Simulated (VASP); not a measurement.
# TiTe2: how cutoff and mesh change the relaxed cell, part 2 of 2

Aim: test the relaxed volume of TiTe2 against cutoff and mesh. The starting structure is a measured crystal structure from the Crystallography Open Database.

VASP 6.6.1.

Results so far: reference 25.37 Å³ an atom; a cutoff of 270 eV 25.19 Å³ an atom.

## (4) Relaxation with a 6×6×3 mesh

Level of this step: PBEsol, no spin polarisation; plane waves and PAW (Te, Ti_sv) (VASP).

Against step 2 the input has a 6×6×3 mesh. This run starts from the cell of an earlier relaxation, which isn't shown; the restart sets up the plane waves anew.

INCAR

```
SYSTEM = TiTe2
PREC = Accurate
ENCUT = 450
EDIFF = 1E-06
NELM = 100
ISMEAR = 1
SIGMA = 0.15
LREAL = .FALSE.
ALGO = Normal
GGA = PS
NBANDS = 18
LORBIT = 11
LWAVE = .FALSE.
LCHARG = .FALSE.
KPAR = 2
IBRION = 2
NSW = 50
ISIF = 3
EDIFFG = -0.01
```

POSCAR

```
TiTe2
1.0
    3.7234917419      0.0000000000      0.0000000000
   -1.8617458710      3.2246384393      0.0000000000
    0.0000000000      0.0000000000      6.3495867231
Te Ti
2 1
Direct
    0.3333333333      0.6666666667      0.7326931838
    0.6666666667      0.3333333333      0.2673068162
    0.0000000000      0.0000000000      0.0000000000
```

KPOINTS

```
Automatic mesh
0
Gamma
6 6 3
0 0 0
```

Potentials, in the order of the species: Te and Ti_sv (PBE family, release 64).

Started as:

```sh
$ mpirun -np 2 vasp_std
```

Log:

```text
[... set-up lines as in an earlier step ...]
 entering main loop
       N       E                     dE             d eps       ncg     rms          rms(c)
DAV:   1     0.169845818926E+03    0.16985E+03   -0.10023E+04   612   0.113E+03
DAV:   2    -0.433468913150E+01   -0.17418E+03   -0.17099E+03   684   0.298E+02
DAV:   3    -0.192528285936E+02   -0.14918E+02   -0.14528E+02  1000   0.808E+01
DAV:   4    -0.196679359223E+02   -0.41511E+00   -0.41400E+00   768   0.127E+01
[...]
DAV:  14    -0.175324371954E+02    0.36292E-05   -0.70487E-06   718   0.205E-02    0.278E-02
DAV:  15    -0.175324352112E+02    0.19842E-05   -0.45860E-06   570   0.167E-02    0.722E-03
DAV:  16    -0.175324350291E+02    0.18206E-06   -0.89819E-07   366   0.687E-03
   1 F= -.17532435E+02 E0= -.17533813E+02  d E =-.175324E+02
[...]
reached required accuracy - stopping structural energy minimisation
```

The job ended after 16 s (2 MPI ranks of AMD EPYC 7R43, shared host; peak memory 0.31 GiB).

OUTCAR, selected parts (step 4):

```text
  Total       -0.0041386     -0.0041386     -0.0083714      0.0000000      0.0000000      0.0000000
  in kB       -0.0869732     -0.0869732     -0.1759263      0.0000000      0.0000000      0.0000000
  external PRESSURE =      -0.1166242 kB  Pullay stress =       0.0000000 kB

 POSITION                                       TOTAL-FORCE (eV/Angst)
 -----------------------------------------------------------------------------------
     -0.00000      2.14976      4.65230        -0.000000     -0.000000      0.000113
      1.86175      1.07488      1.69729         0.000000      0.000000     -0.000113
      0.00000      0.00000      0.00000        -0.000000      0.000000     -0.000000
 -----------------------------------------------------------------------------------
    total drift:                                0.000000     -0.000000     -0.000000

  FREE ENERGIE OF THE ION-ELECTRON SYSTEM (eV)
  ---------------------------------------------------
  free  energy   TOTEN  =       -17.5324350291 eV

  energy  without entropy=      -17.5365695878  energy(sigma->0) =      -17.53381322

[... 1 part as in an earlier step ...]

[... 3 further parts left out ...]
[key lines of the parts left out:]
E-fermi :   7.2929
```

With a 6×6×3 mesh the cell ends at 25.413 Å³ an atom, +0.18 % from the reference, a by +0.7 % and c by -1.2 %; the bulk modulus is 40.9 GPa against 37.7 GPa.

## (5) Relaxation with a cutoff of 600 eV

Against step 2 the input has ENCUT = 600.

INCAR, as its differences from that of step 4:

```diff
@@ -2,3 +2,3 @@
 PREC = Accurate
-ENCUT = 450
+ENCUT = 600
 EDIFF = 1E-06
```

POSCAR

```
TiTe2
1.0
    3.7770000000      0.0000000000      0.0000000000
   -1.8885000000      3.2709779501      0.0000000000
    0.0000000000      0.0000000000      6.4980000000
Te Ti
2 1
Direct
    0.3333333333      0.6666666667      0.7372000000
    0.6666666667      0.3333333333      0.2628000000
    0.0000000000      0.0000000000      0.0000000000
```

KPOINTS

```
Automatic mesh
0
Gamma
12 12 6
0 0 0
```

Started as:

```sh
$ mpirun -np 2 vasp_std
```

Log:

```text
[... set-up lines as in an earlier step ...]
 entering main loop
       N       E                     dE             d eps       ncg     rms          rms(c)
DAV:   1     0.188177607445E+03    0.18818E+03   -0.11732E+04  3600   0.138E+03
DAV:   2    -0.144462220310E+01   -0.18962E+03   -0.18593E+03  3782   0.328E+02
DAV:   3    -0.192185451815E+02   -0.17774E+02   -0.17304E+02  5682   0.898E+01
DAV:   4    -0.198963552908E+02   -0.67781E+00   -0.67393E+00  4572   0.163E+01
[...]
DAV:  15    -0.175108113448E+02    0.68357E-05   -0.11855E-05  4556   0.258E-02    0.281E-02
DAV:  16    -0.175108083215E+02    0.30232E-05   -0.14197E-05  4660   0.248E-02    0.225E-03
DAV:  17    -0.175108084267E+02   -0.10520E-06   -0.30068E-07  2164   0.405E-03
   1 F= -.17510808E+02 E0= -.17511085E+02  d E =-.175108E+02
[... from here on, the cycles between the ionic steps are left out ...]
   2 F= -.17523344E+02 E0= -.17523655E+02  d E =-.125358E-01
   3 F= -.17531088E+02 E0= -.17531388E+02  d E =-.202800E-01
   4 F= -.17536111E+02 E0= -.17536554E+02  d E =-.502242E-02
   5 F= -.17537924E+02 E0= -.17538475E+02  d E =-.683532E-02
   6 F= -.17538417E+02 E0= -.17538959E+02  d E =-.493188E-03
   7 F= -.17539342E+02 E0= -.17539847E+02  d E =-.141839E-02
   8 F= -.17538387E+02 E0= -.17538800E+02  d E =-.463011E-03
[...]
hard stop encountered!  aborting job ...
[...]
|     The electronic self-consistency was not achieved in the given           |
[...]
soft stop encountered!  aborting job ...
   9 F= -.17557702E+02 E0= -.17558244E+02  d E =0.162734E-02
 deleting file STOPCAR
```

The job ended after 7.6 min (2 MPI ranks; peak memory 0.62 GiB).

The run was stopped at its time limit, after 9 ionic steps.

## (6) All runs side by side

| run | ended | volume (Å³/atom) | change (%) | bulk modulus (GPa) | pressure left (GPa) | core minutes |
| --- | --- | --- | --- | --- | --- | --- |
| reference | converged | 25.368 | - | 37.7 | 0.03 | 22.7 |
| a cutoff of 270 eV | converged | 25.188 | -0.71 | 40.4 | -0.02 | 10.9 |
| a 6×6×3 mesh | converged | 25.413 | 0.18 | 40.9 | -0.01 | 4.45 |
| a cutoff of 600 eV | cut off by time | - | - | - | - | 15.1 |

Core minutes are wall time times ranks, summed over the relaxations behind a row (those for a bulk modulus apart), on shared hosts.

## (7) What came out

```yaml
volume_of_the_reference: 25.37 Å³/atom
volume_against_the_reference_a_cutoff_of_270_ev: -0.71 %
volume_against_the_reference_a_6x6x3_mesh: +0.18 %
```

What this shows: The volume moves most with a cutoff of 270 eV: -0.71 % against the reference (450 eV, 12×12×6 mesh). No finer setting gave a result, so this doesn't show that the reference is converged. The axes move most with a 6×6×3 mesh: a by +0.7 % and c by -1.2 %, which partly cancels in the volume. The relaxations stop with up to 0.03 GPa left, which at the bulk modulus found here is 0.08 % of the volume, and more along a soft axis. The bonds form layers, and no dispersion term is on, so the spacing between them is unreliable throughout. A cell that shrinks at the lower cutoff is the usual mark of Pulay stress, the error that a plane-wave basis makes when it is kept while the volume changes. The bulk modulus is more sensitive: it changes by +8.5 % with a 6×6×3 mesh. No result to use came from a cutoff of 600 eV. Further runs on this material are not shown.

[Lines on the potential files, build, host, timing and source positions are cut from VASP's logs without a mark.]

[Logs are printed without paths, hosts, clocks, repeated set-up lines and the standing remarks that a program may print on its own settings, such as how far it seeks lower states.]

[Hosts, paths, dates, database ids (printed as entryN), source tags and the programs' standing remarks are cut or masked in the printed files.]
